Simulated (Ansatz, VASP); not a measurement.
# BAs in two plane-wave programs

Aim: how closely do two programs agree when they are given the same cell, functional and k mesh? Valence electrons are named where the data sets of a main pair hold unlike numbers.

Method: plane waves, with VASP 6.6.1 beside it; band structure at r2SCAN0 and band structure at HSE03, in Ansatz 0.2.0.

## Step 1: The structure

Symmetry: F-43m, No. 216, cubic system. The conventional cell has a = 4.777 Å, b = 4.777 Å, c = 4.777 Å, α = 90.00°, β = 90.00°, γ = 90.00°. Nearest to B lie 4 As at 2.07 Å. As has 4 B at 2.07 Å nearest. Farther neighbours are not listed.

## Step 2: VASP: band structure, r2SCAN0

Levels along a path test the potential and the projectors away from the mesh points.

Lines of VASP's logs that name or quote its potential files are left out, and so is its time.

The run reads the wave functions of an earlier VASP run, which isn't shown here.

File INCAR:

```
SYSTEM = BAs
PREC = Accurate
ENCUT = 420
EDIFF = 1E-06
NELM = 100
ISMEAR = 0
SIGMA = 0.02
LREAL = .FALSE.
ALGO = Normal
LHFCALC = .TRUE.
AEXX = 0.25
METAGGA = R2SCAN
LASPH = .TRUE.
NBANDS = 10
PRECFOCK = Fast
HFRCUT = -1
LORBIT = 11
LWAVE = .FALSE.
LCHARG = .FALSE.
KPAR = 4
```

File POSCAR:

```
BAs
1.0
    0.0000000000      2.3885000000      2.3885000000
    2.3885000000      0.0000000000      2.3885000000
    2.3885000000      2.3885000000      0.0000000000
B As
1 1
Direct
    0.0000000000      0.0000000000      0.0000000000
    0.2500000000      0.2500000000      0.2500000000
```

File KPOINTS:

```
Automatic mesh
0
Gamma
5 5 5
0 0 0
```

File KPOINTS_OPT:

```
Line mode
6
Line-mode
Reciprocal
  0.00000000   0.00000000   0.00000000 GAMMA
  0.50000000   0.00000000   0.50000000 X

  0.50000000   0.00000000   0.50000000 X
  0.50000000   0.25000000   0.75000000 W

  0.50000000   0.25000000   0.75000000 W
  0.37500000   0.37500000   0.75000000 K

  0.37500000   0.37500000   0.75000000 K
  0.00000000   0.00000000   0.00000000 GAMMA

  0.00000000   0.00000000   0.00000000 GAMMA
  0.50000000   0.50000000   0.50000000 L

  0.50000000   0.50000000   0.50000000 L
  0.62500000   0.25000000   0.62500000 U

  0.62500000   0.25000000   0.62500000 U
  0.50000000   0.25000000   0.75000000 W

  0.50000000   0.25000000   0.75000000 W
  0.50000000   0.50000000   0.50000000 L

  0.50000000   0.50000000   0.50000000 L
  0.37500000   0.37500000   0.75000000 K

  0.62500000   0.25000000   0.62500000 U
  0.50000000   0.00000000   0.50000000 X
```

Potentials, in the order of the species: B and As (PBE family, release 64).

Command:

```console
$ mpirun -np 4 vasp_std
```

Numbers of over 12 decimals in the logs are rounded to 6 here.

Log:

```text
[banner, memory and clock lines left out]
running    4 mpi-ranks, on    1 nodes
 distrk:  each k-point on    1 cores,    4 groups
 distr:  one band on    1 cores,    1 groups

 POSCAR found type information on POSCAR B As
 POSCAR found :  2 types and       2 ions
|                                                                             |
|               ----> ADVICE to this user running VASP <----                  |
|                                                                             |
|     You enforced a specific xc type in the INCAR file but a different       |
|     [... a line on the potential file left out ...]
|     I HOPE YOU KNOW WHAT YOU ARE DOING!                                     |
|                                                                             |

 LDA part: xc-table for (None), standard interpolation
 found WAVECAR, reading the header
 POSCAR, INCAR and KPOINTS ok, starting setup
 FFT: planning ... GRIDC
 FFT: planning ... GRID_SOFT
 FFT: planning ... GRID
 HFRCUT set to (new)   9.334170
 reading WAVECAR
 the WAVECAR file was read successfully
 initial charge from wavefunction
 entering main loop
       N       E                     dE             d eps       ncg     rms          rms(c)
DAV:   1    -0.223493550352E+02   -0.22349E+02   -0.82004E-01   206   0.743E+00    0.285E+00
DAV:   2    -0.223523313610E+02   -0.29763E-02   -0.11190E-02   222   0.757E-01    0.191E+00
DAV:   3    -0.223509345936E+02    0.13968E-02   -0.34044E-03   220   0.320E-01    0.114E+00
DAV:   4    -0.223507852263E+02    0.14937E-03   -0.81756E-04   240   0.152E-01    0.676E-01
DAV:   5    -0.223507005861E+02    0.84640E-04   -0.41335E-05   222   0.431E-02    0.397E-01
DAV:   6    -0.223506540991E+02    0.46487E-04   -0.11443E-05   216   0.234E-02    0.227E-01
DAV:   7    -0.223506382288E+02    0.15870E-04   -0.89900E-06   230   0.171E-02    0.128E-01
DAV:   8    -0.223506330774E+02    0.51514E-05   -0.21702E-06   168   0.926E-03    0.721E-02
DAV:   9    -0.223506312308E+02    0.18466E-05   -0.43175E-07   112   0.544E-03    0.408E-02
DAV:  10    -0.223506305936E+02    0.63724E-06   -0.15630E-07   112   0.357E-03
   1 F= -.22350631E+02 E0= -.22350631E+02  d E =-.247607E-43
 Start KPOINTS_OPT (optional k-point list driver)
k-point batch [1-10\60]
       N       E                     dE             ncg
DAV:   1     0.110239200054E+03   -0.22512E+04      200
DAV:   2    -0.129137582880E+03   -0.23938E+03      300
DAV:   3    -0.141290061827E+03   -0.12152E+02      254
DAV:   4    -0.141377125989E+03   -0.87064E-01      256
DAV:   5    -0.141377866090E+03   -0.74010E-03      264
DAV:   6    -0.141377867486E+03   -0.13960E-05      250
DAV:   7    -0.141377867491E+03   -0.46757E-08      248
[...]
k-point batch [51-60\60]
       N       E                     dE             ncg
DAV:   1    -0.264946994008E+01   -0.32089E+04      200
DAV:   2    -0.209093378290E+03   -0.20644E+03      262
DAV:   3    -0.217662250578E+03   -0.85689E+01      258
DAV:   4    -0.217733230309E+03   -0.70980E-01      276
DAV:   5    -0.217733456449E+03   -0.22614E-03      268
DAV:   6    -0.217733456739E+03   -0.29068E-06      246
```

From OUTCAR (step 2):

```text
ion  position               nearest neighbor table
   1  0.000  0.000  0.000-   2 2.07   2 2.07   2 2.07   2 2.07
   2  0.250  0.250  0.250-   1 2.07   1 2.07   1 2.07   1 2.07

  LATTYP: Found a face centered cubic cell.
 ALAT       =     4.7770000000

 Subroutine GETGRP returns: Found 24 space group operations
 (whereof 24 operations were pure point group operations)

The static configuration has the point symmetry T_d .

 Found     10 irreducible k-points:

   k-points           NKPTS =     10   k-points in BZ     NKDIM =    125   number of bands    NBANDS=     10

   dimension x,y,z NGX =    24 NGY =   24 NGZ =   24
   dimension x,y,z NGXF=    48 NGYF=   48 NGZF=   48

   ENCUT  =  420.0 eV  30.87 Ry    5.56 a.u.   5.64  5.64  5.64*2*pi/ulx,y,z

   NELECT =       8.0000    total number of electrons

 k-points in reciprocal lattice and weights: Automatic mesh
   0.00000000  0.00000000  0.00000000       0.008
   0.20000000  0.00000000  0.00000000       0.064
   0.40000000  0.00000000  0.00000000       0.064
   0.20000000  0.20000000  0.00000000       0.048
   0.40000000  0.20000000  0.00000000       0.192
  -0.40000000  0.20000000  0.00000000       0.192
  -0.20000000  0.20000000  0.00000000       0.096
   0.40000000  0.40000000  0.00000000       0.048
  -0.40000000  0.40000000  0.00000000       0.096
  -0.40000000  0.40000000  0.20000000       0.192

  exchange ACFDT corr.  =         0.00000000  see jH, gK, PRB 81, 115126

 average (electrostatic) potential at core
       1 -24.4342       2 -47.8961

 E-fermi :   5.5230

 k-point     1 :       0.0000    0.0000    0.0000
  band No.  band energies     occupation
      1     -12.1857      2.00000
      2       5.3309      2.00000
      3       5.3309      2.00000
      4       5.3309      2.00000
      5      10.1998      0.00000
      6      10.1998      0.00000
      7      10.1998      0.00000
      8      12.1645      0.00000
      9      17.1799      0.00000
    ...

 k-point     2 :       0.2000    0.0000    0.0000
  band No.  band energies     occupation
      1     -11.4647      2.00000
      2       1.0836      2.00000
      3       4.3471      2.00000
      4       4.3471      2.00000
      5      10.2969      0.00000
      6      11.4667      0.00000
      7      11.4667      0.00000
      8      14.8150      0.00000
      9      18.5889      0.00000
    ...

 k-point     3 :       0.4000    0.0000    0.0000
  band No.  band energies     occupation
      1      -9.5326      2.00000
      2      -3.7396      2.00000
      3       3.3650      2.00000
      4       3.3650      2.00000
      5       9.8172      0.00000
      6      11.9368      0.00000
      7      11.9368      0.00000
      8      16.5503      0.00000
      9      19.9286      0.00000
    ...

  energy-cutoff  :      420.00
  volume of cell :       27.25
      direct lattice vectors                 reciprocal lattice vectors
     0.000000000  2.388500000  2.388500000    -0.209336404  0.209336404  0.209336404
     2.388500000  0.000000000  2.388500000     0.209336404 -0.209336404  0.209336404
     2.388500000  2.388500000  0.000000000     0.209336404  0.209336404 -0.209336404

 POSITION                                       TOTAL-FORCE (eV/Angst)
 -----------------------------------------------------------------------------------
      0.00000      0.00000      0.00000         0.000000      0.000000      0.000000
      1.19425      1.19425      1.19425        -0.000000     -0.000000     -0.000000
 -----------------------------------------------------------------------------------
    total drift:                                0.000000      0.000000      0.000001

  FREE ENERGIE OF THE ION-ELECTRON SYSTEM (eV)
  ---------------------------------------------------
  free  energy   TOTEN  =       -22.3506305936 eV

  energy  without entropy=      -22.3506305936  energy(sigma->0) =      -22.35063059

 total charge
# of ion       s       p       d       tot
------------------------------------------
    1        0.659   1.169   0.000   1.828
    2        1.186   1.728   0.094   3.007
--------------------------------------------------
tot          1.845   2.897   0.094   4.835

[... 3 further parts left out ...]
```

The k-mesh is coarse for unscreened exact exchange, which converges slowly with it. Spin-orbit coupling is off here; it would split degenerate levels, and it lifts a valence top of As p states by about 0.1 eV. The PAW data sets were made with PBE, which is usual practice but a small mismatch for other functionals.

## Step 3: Ansatz: band structure, r2SCAN0

Ansatz runs on its default PAW (the set named soft_2) files.

The same cell, functional, mesh and smearing now go to Ansatz, which takes its cutoff from its data sets.

File input.yaml:

```yaml
crystal:
  lattice:
    - [0.0, 2.3885, 2.3885]
    - [2.3885, 0.0, 2.3885]
    - [2.3885, 2.3885, 0.0]
  atoms:
    - { symbol: B, position: [0.0, 0.0, 0.0] }
    - { symbol: As, position: [0.25, 0.25, 0.25] }
hamiltonian:
  xc: r2scan0
  pseudopotentials: { kind: paw }
kpoints:
  mp_grid: { grid: [5, 5, 5] }
  band_path:
    path:
      - [0.0, 0.0, 0.0]
      - [0.4, 0.0, 0.4]
      - [0.5, 0.0, 0.5]
      - [0.5, 0.2, 0.7]
      - [0.4, 0.35, 0.75]
      - [0.15, 0.15, 0.3]
      - [0.2, 0.2, 0.2]
      - [0.55, 0.4, 0.55]
      - [0.6, 0.25, 0.65]
      - [0.5, 0.25, 0.75]
      - [0.5, 0.5, 0.5]
      - [0.375, 0.375, 0.75]
      - [0.5, 0.0, 0.5]
    npoints: 1
scf:
  occupations: { method: gaussian, width: 0.02 }
  n_extra_bands: 7
output:
  forces: true
  stress: true
  eigenvalues: true
```

Command:

```console
$ ansatz run input.yaml --threads 4 --pin off --max-ram 9216MiB --backend cpu --events-out ev --progress --plain --runs-dir out
```

Log:

```text
Warning: output.stress: scf.convergence.dr2_threshold = 1e-7 eV (the SCF's general default) is looser than the 2e-10 eV advised for a printed stress (1e-10 eV for each atom of the cell: 2). What an SCF threshold leaves in a stress goes as its square root, and in the free energy as the threshold itself, and one threshold admits the most on a small cell: [figures from the program's tests cut] Set scf.convergence.dr2_threshold to 2e-10 eV or tighter. The threshold is an SCF's pass mark: one that does not reach it within its budget of iterations ends unconverged, or closes short of it on a stop that the run arms, and scf.convergence.dr2_threshold's page says what that costs each kind of run
Warning: output.stress: scf.exx.energy_threshold = 1e-6 eV is looser than the 2e-8 eV advised for a stress under a hybrid functional (1e-8 eV for each atom of the cell: 2). Every SCF of the exchange loop can meet its threshold on dr2 while the loop round them stops early: no threshold on dr2 bounds what that leaves in the stress. Set scf.exx.energy_threshold to 2e-8 eV or tighter. The threshold is the loop's pass mark: a loop that does not reach it within its budget of cycles ends unconverged, and scf.exx.energy_threshold's page has the law
scf.n_extra_bands = 7 over 9 filled bands (N_el = 18.0): the run solves 16 bands
Engine: ansatz 0.2.0, aarch64-unknown-linux-gnu
Pseudopotentials: kind: paw
Pseudopotential: B, paw, valence charge 3, recommended cutoff 500 eV (meta_gga), B.paw.azcp
Pseudopotential: As, paw, valence charge 15, recommended cutoff 500 eV (meta_gga), As.paw.azcp
Functional definition: r2SCAN0
  parameter a = 0.25
  parameter k0 = 0.174
  parameter k1 = 0.065
  parameter a1 = 4.9479
  exchange = (1 - a)*r2scan_x(k0 = k0, k1 = k1, a1 = a1) + a*exact_x
  correlation = r2scan_c
Crystal: 2 atoms, lattice volume = 27.252 Å³
Basis set: ecut = 500 eV, 701 PW (Γ), exchange–correlation on 100×100×100 points (64 copies of the dense FFT grid, shifted against one another)
Bands: 16, of which v1, the nominal top of the filled ones, is band 9 counted from 1 (8 counted from 0)
Symmetry: 24 space group operations
Space group: F-43m (ITA 216), of the structure as read, at distance tolerance 3.0e-5 Å
k-points: 10 of 125 (time reversal used)
Non-local potential: B, projectors of the file, l = 0: 2, l = 1: 2, l = 2: 1
Non-local potential: As, projectors of the file, l = 0: 2, l = 1: 2, l = 2: 3, l = 3: 1
PAW form: soft (Blöchl's): semilocal exchange-correlation on the pseudo side does not see the compensation charge
PAW frozen core: B, regenerated for the run's functional, and the local potential with it (the file was generated under x = pbe(κ = 0.804, μ = 0.219515), c = pbe(β = 0.066725))
PAW frozen core: As, regenerated for the run's functional, and the local potential with it (the file was generated under x = pbe(κ = 0.804, μ = 0.219515), c = pbe(β = 0.066725))
PAW one-centre angular grid: B, 302 points (default); XC on 160 Gauss nodes
PAW one-centre angular grid: As, 590 points (default); XC on 160 Gauss nodes
Initial density: superposition of atomic densities (neutral atoms: chi_scale 0, normalization atom), corrected by the library's trained network
Initial wavefunctions: pseudopotential atomic-orbital guess
Functional: x = r2scan, c = r2scan; τ floored in thin density (d = 2e-4 eV/Å³), warm-up for x = 0.75 r2scan + 0.25 exact, c = r2scan; τ floored in thin density (d = 2e-4 eV/Å³)
SCF iter   1: F=—  HF=-5021.259398 eV  |F-HF|=—  |Δ(HF+E_count)|=         —  Δρ=5.98e-3  dr2=1.00e-2  dr2_τ=9.85e-2  ethr=1.77e-3  ⟨swp⟩=9.3  Hψ=732  notcnv=0
preconditioner: auto → none  [insulator: Δε(μ)=1.337 eV  Ē_g=16.575 eV  σ=0.020 eV  W_gap=1.00  n_scr=8 (ndim 8)  ℏωp=20.1 eV  f_vac=0.000  D(μ)=0.00/eV (n_scr^D=0)]
iter 2 solved again at ethr=5.28e-6 eV; its pass at ethr=5.57e-5 eV (dr2=9.50e-4 eV) is discarded
SCF iter   2: F=—  HF=-5021.285604 eV  |F-HF|=—  |Δ(HF+E_count)|=   2.62e-2  Δρ=2.59e-3  dr2=9.53e-4  dr2_τ=1.00e-4  ethr=5.28e-6  ⟨swp⟩=2.0  Hψ=757  notcnv=0
SCF iter   3: F=—  HF=-5021.285739 eV  |F-HF|=—  |Δ(HF+E_count)|=   1.34e-4  Δρ=1.37e-3  dr2=2.43e-4  dr2_τ=3.39e-6  ethr=5.28e-6  ⟨swp⟩=2.0  Hψ=297  notcnv=0
SCF iter   4: F=-5021.285809 eV  HF=-5021.285804 eV  |F-HF|=4.45e-6  |Δ(HF+E_count)|=   6.59e-5  Δρ=3.96e-4  dr2=2.03e-5  dr2_τ=4.47e-7  ethr=1.35e-6  ⟨swp⟩=2.0  Hψ=260  notcnv=0
SCF 1 stopped early in 4 iterations: F = -5021.285809 eV  dr2 = 2.03e-5
  greatest PAW one-centre occupation: 0.999 electrons in one spin orbital (limit 2), on the As atom at site 1 (counted from 0), in its partial waves of l = 2
Initial density: handed on by an earlier stage of this run
Initial wavefunctions: those handed on with the density
Functional: x = 0.75 r2scan + 0.25 exact, c = r2scan; τ floored in thin density (d = 2e-4 eV/Å³)
Frozen-core exchange: fock
SCF iter   1: F=—  HF=-5020.486394 eV  |F-HF|=—  |Δ(HF+E_count)|=         —  Δρ=4.58e-3  dr2=2.63e-3  dr2_τ=1.13e-4  ethr=1.13e-6  ⟨swp⟩=5.5  Hψ=749  notcnv=0
preconditioner: auto → none  [insulator: Δε(μ)=2.574 eV  Ē_g=18.750 eV  σ=0.020 eV  W_gap=1.00  n_scr=8 (ndim 8)  ℏωp=20.1 eV  f_vac=0.002  D(μ)=0.00/eV (n_scr^D=0)]
SCF iter   2: F=—  HF=-5020.483566 eV  |F-HF|=—  |Δ(HF+E_count)|=   2.83e-3  Δρ=1.67e-3  dr2=5.57e-4  dr2_τ=3.70e-6  ethr=1.13e-6  ⟨swp⟩=4.0  Hψ=466  notcnv=0
SCF iter   3: F=—  HF=-5020.483557 eV  |F-HF|=—  |Δ(HF+E_count)|=   9.56e-6  Δρ=3.75e-4  dr2=2.22e-4  dr2_τ=6.36e-7  ethr=1.13e-6  ⟨swp⟩=3.0  Hψ=307  notcnv=0
SCF iter   4: F=—  HF=-5020.486255 eV  |F-HF|=—  |Δ(HF+E_count)|=   2.70e-3  Δρ=4.61e-4  dr2=2.12e-5  dr2_τ=5.35e-7  ethr=8.36e-8  ⟨swp⟩=4.0  Hψ=507  notcnv=0
SCF iter   5: F=—  HF=-5020.486238 eV  |F-HF|=—  |Δ(HF+E_count)|=   1.68e-5  Δρ=7.92e-5  dr2=3.72e-6  dr2_τ=1.37e-8  ethr=8.36e-8  ⟨swp⟩=3.0  Hψ=302  notcnv=0
SCF iter   6: F=-5020.486267 eV  HF=-5020.486268 eV  |F-HF|=7.43e-7  |Δ(HF+E_count)|=   2.96e-5  Δρ=4.46e-5  dr2=3.19e-7  dr2_τ=1.17e-8  ethr=4.46e-9  ⟨swp⟩=4.0  Hψ=429  notcnv=0
SCF 2 stopped early in 6 iterations: F = -5020.486267 eV  dr2 = 3.19e-7
hybrid outer 1: dexx = +3.001e-3 eV, tail = 1.88e-5 eV
Frozen-core exchange: fock
SCF iter   1: F=—  HF=-5020.486365 eV  |F-HF|=—  |Δ(HF+E_count)|=         —  Δρ=3.64e-5  dr2=1.51e-7  dr2_τ=6.72e-9  ethr=5.22e-7  ⟨swp⟩=2.9  Hψ=334  notcnv=0
preconditioner: auto → none  [insulator: Δε(μ)=2.615 eV  Ē_g=18.754 eV  σ=0.020 eV  W_gap=1.00  n_scr=8 (ndim 8)  ℏωp=20.1 eV  f_vac=0.002  D(μ)=0.00/eV (n_scr^D=0)]
SCF iter   2: F=—  HF=-5020.486365 eV  |F-HF|=—  |Δ(HF+E_count)|=   4.71e-7  Δρ=1.05e-5  dr2=9.27e-9  dr2_τ=1.24e-9  ethr=7.25e-10  ⟨swp⟩=4.0  Hψ=448  notcnv=0
SCF iter   3: F=-5020.486365 eV  HF=-5020.486365 eV  |F-HF|=2.02e-9  |Δ(HF+E_count)|=   2.63e-9  Δρ=4.29e-6  dr2=3.13e-9  dr2_τ=1.76e-10  ethr=4.33e-11  ⟨swp⟩=3.1  Hψ=357  notcnv=0
SCF 3 converged in 3 iterations: F = -5020.486365 eV  dr2 = 3.13e-9
  Residual-converged pass: ⟨swp⟩=2.0  Hψ=239  notcnv=0  max |occ|·‖R‖ = 2.2e-6 eV (tolerance 2.4e-6 eV)  dr2=3.13e-9  dr2_τ=1.76e-10  dr2_onsite=3.53e-10  max |Δocc| = 0.0e0
hybrid outer 2: dexx = +1.955e-7 eV, tail = 2.08e-8 eV, Δε = 2.38e-3 eV (about 1.30e-4 eV left of the loop's levels)
NSCF: frozen V_eff on 13 k-points
hybrid SCF converged: 2 outer / 9 inner (+4 warm-up), last move |dexx| = 1.95e-7 eV, tail = 2.08e-8 eV
Stability not checked: this state was not tested for a lower state beside it, because the functional holds exact exchange (a hybrid, or Hartree-Fock), whose exchange loop this test does not read (fock_operator; see scf.lower_state_search)
Free energy (F): -5020.486365 eV
Frozen-core exchange: fock
Harris-Foulkes:  -5020.486365 eV  (|F-HF|=2.02e-9)
Internal energy: -5020.486365 eV  (E = F + TS)
E sigma→0 (E₀):  -5020.486365 eV
Fermi energy:    11.686035 eV
--- Per-component energies (eV) ---
  E_band       = -272.762955
  E_kinetic    = 151.040237
  E_local      = -1694.353061  (includes V_loc(G=0)·N_el)
  E_nonlocal   = -658.319322
  E_hartree    = 941.930860
  E_xc         = -82.144035
  E_vxc        = -95.741156  (∫ρ·V_xc dr)
  E_exx        = -74.220755  (= α·E_x^exact, valence–valence)
  E_paw        = -1876.871449  (= ΣΔE_a)
  E_vpaw       = 285.326917  (= ΣTr[D̂ρ^β])
  E_aug_tail   = -0.000007  (compensation charges beyond the density's cutoff)
  E_vtau       = 3.862150  (kinetic-family band-sum trace: ∫τ·v_τ [+ j·A + Jᵃ·Aᵃ] dr)
  E_ewald      = -1725.774997
  E_core_change = -1.773835  (= ΣΔE_core)
  E_smearing   = -0.000000  (= −TS)
  E_closure    = -0.000000  (closes the sum)
  Σ components = -5020.486365   (vs F -5020.486365, Δ=0.00e0)
--- Forces (eV/Å), atoms counted from 1 ---
  atom   1  B      0.00000000    -0.00000000     0.00000000
  atom   2  As     0.00000000    -0.00000000     0.00000000
  max |Σ_I F_I| component: 5.27e-16 eV/Å
--- Stress (GPa, compression-positive) ---
       -1.469165       0.000000      -0.000000
        0.000000      -1.469165       0.000000
        0.000000       0.000000      -1.469165
  P = ⅓ Tr σ = -1.4692 GPa (-14.692 kbar)
--- Band table (eV; the first three rows and the last of 10) ---
  k-point 0: bands = [... 5 lower, -7.1601, 10.3786, 10.3786, 10.3786, 15.2387, 15.2387, 15.2387, 17.1678, ... 3 higher]
  k-point 1: bands = [... 5 lower, -6.4232, 6.1054, 9.3858, 9.3858, 15.3189, 16.5094, 16.5094, 19.8382, ... 3 higher]
  k-point 2: bands = [... 5 lower, -4.4900, 1.2825, 8.4041, 8.4041, 14.8407, 16.9811, 16.9811, 21.5704, ... 3 higher]
  k-point 9: bands = [... 5 lower, -2.8785, 1.5337, 4.1669, 5.6580, 16.6352, 17.5949, 18.4652, 22.5439, ... 3 higher]
```

It took 15 s on 4 threads of Arm Neoverse V2, shared host; peak memory 0.74 GiB; 52 s of CPU time.

[end of part 1 of 2]

[Lines on the potential files, build, host, timing and source positions are cut from VASP's logs without a mark.]

[Logs are printed without paths, hosts, clocks, repeated set-up lines and the standing remarks that a program may print on its own settings, such as how far it seeks lower states.]

[Hosts, paths, dates, database ids (printed as entryN), source tags and the programs' standing remarks are cut or masked in the printed files.]
